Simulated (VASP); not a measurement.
Crystal: MgTi2N2.

```
Mg Ti N
1.0
    -1.89778    1.89778    4.54082
     1.89778   -1.89778    4.54082
     1.89778    1.89778   -4.54082
Mg Ti N
1 2 2
Direct
  0.00000 0.00000 0.00000
  0.38900 0.38900 0.00000
  0.61100 0.61100 0.00000
  0.75000 0.25000 0.50000
  0.25000 0.75000 0.50000
```

The cell was built by a generator and needn't be a form met in nature.

```yaml
Program: VASP 6.6.1
Task: relaxation of cell and atoms
Functional: PBE
Potentials_or_basis: VASP PAW PBE potentials, release 64 (Mg, Ti_sv, N)
Cutoff: 520 eV
k_mesh: 5 × 5 × 5
Occupations: gaussian, width 0.15 eV
Spin: no spin polarisation
```

At the start: pressure -6.1 GPa; volume 13.08 Å³/atom.

How do energy, volume and symmetry change on relaxing?

Over 10 steps the energy falls by 1232.8 meV/atom and the volume is 13.59 Å³/atom (+3.9 %); space group I4/mmm (No. 139, to 0.05 Å).

Step by step:
```tsv
step	energy change (eV)	largest force (eV/Å)	pressure (GPa)	volume (Å³)
1	0.0000	9.8684	-6.05	65.42
2	-5.8797	0.4992	9.39	60.85
3	-5.8940	0.4695	9.72	60.78
4	-6.0647	0.6521	-4.15	67.39
5	-6.0731	0.6434	-2.33	66.16
6	-6.1510	0.0597	0.45	66.88
7	-6.1551	0.2416	1.13	67.07
8	-6.1622	0.0299	-0.70	68.18
9	-6.1624	0.0445	-0.63	68.15
10	-6.1640	0.0052	0.12	67.96
```

Final structure:
```
Mg Ti N
1.0
    -1.87117    1.87117    4.85228
     1.87117   -1.87117    4.85228
     1.87117    1.87117   -4.85228
Mg Ti N
1 2 2
Direct
  0.00000 0.00000 0.00000
  0.32695 0.32695 0.00000
  0.67305 0.67305 0.00000
  0.75000 0.25000 0.50000
  0.25000 0.75000 0.50000
```

Caveat: the k mesh is coarse (spacing up to 0.47 Å⁻¹), so the values aren't converged; the relaxation stopped at a loose force limit of 0.08 eV/Å, so its end isn't a converged minimum.
